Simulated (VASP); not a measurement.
Consider the following.

```
CELL_PARAMETERS angstrom
      3.64262    -1.90939    -0.02941
      3.64262     1.90939    -0.02941
      2.66727     0.00000     3.13066
ATOMIC_POSITIONS crystal
  As 0.22888 0.22888 0.22888
  As 0.77112 0.77112 0.77112
```

Calculation: optB86b-vdW, VASP's PBE PAW potentials (set 64) (plane waves; VASP). Numerical set-up: 520 eV cut-off, 13×13×13 Γ-centred mesh, tetrahedra with Blöchl corrections, potentials As.

Problem. Predict the energy per atom (σ→0), band gap (on the k-mesh) with the smallest direct gap where there is one.

Solution. 
```yaml
band gap (on the k-mesh): none (metal, semimetal or under 0.01 eV)
energy per atom (σ→0): -3.233 eV/atom
```

The compound is As in the a7 structure. It was relaxed first.
